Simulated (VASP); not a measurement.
An input for Ansatz (written as the equivalent of a VASP run, and not itself run):

Ansatz 0.2 input:
```yaml
crystal:
  lattice:
    - [2.2813304, -3.9513806, 0.0000000]
    - [2.2813304, 3.9513806, 0.0000000]
    - [0.0000000, 0.0000000, 7.4145726]
  atoms:
    - { symbol: Mg, position: [0.6666670, 0.3333330, 0.4996965] }
    - { symbol: Mg, position: [0.3333330, 0.6666670, 0.9996965] }
    - { symbol: Te, position: [0.6666670, 0.3333330, 0.8763035] }
    - { symbol: Te, position: [0.3333330, 0.6666670, 0.3763035] }
kpoints:
  mp_grid: { grid: [6, 6, 3] }
hamiltonian:
  xc: pbesol
  pseudopotentials: { kind: paw }
scf:
  occupations: { method: gaussian, width: 0.05 }
  max_iter: 100
relax:
  max_steps: 40
  f_tol: 0.02
  cell: {}
output: { forces: true, stress: true, eigenvalues: true }
```

Question: Translate this input to VASP (INCAR, KPOINTS, POSCAR, choice of POTCAR).

Answer: One answer among several that fit: 
**INCAR**
```
SYSTEM=MgTe
PREC=Accurate; ENCUT=500; LREAL=.FALSE.
LASPH=.TRUE.
EDIFF=1E-6; NELM=100; ALGO=Normal
LMAXMIX=4
ISMEAR=0; SIGMA=0.05
GGA=PS
IBRION=2; NSW=40; ISIF=3
EDIFFG=-0.02
LWAVE=.FALSE.; LCHARG=.FALSE.
```

File POSCAR:
```
MgTe
1.0
  2.2813303895  -3.9513805596   0.0000000000
  2.2813303895   3.9513805596   0.0000000000
  0.0000000000   0.0000000000   7.4145726089
Mg Te
2 2
Cartesian
  2.2813303895  -1.3171294875   3.7050363435
  2.2813303895   1.3171294875   7.4123226479
  2.2813303895  -1.3171294875   6.4974155664
  2.2813303895   1.3171294875   2.7901292619
```

KPOINTS:
```
Automatic mesh
0
Gamma
6 6 3
0 0 0
```

POTCAR, in this order: Mg Te (PBE.64 set). Program: vasp_std.

The two are equivalent in intent, not identical: each code has its own PAW files, so the cut-off isn't converted (ENCUT is set for VASP's; basis.ecutwfc is left out, and Ansatz then takes the one that its files recommend); Ansatz stops its SCF on the density residual and VASP on the energy change (EDIFF).

The compound is MgTe in the wurtzite structure. It was relaxed first.
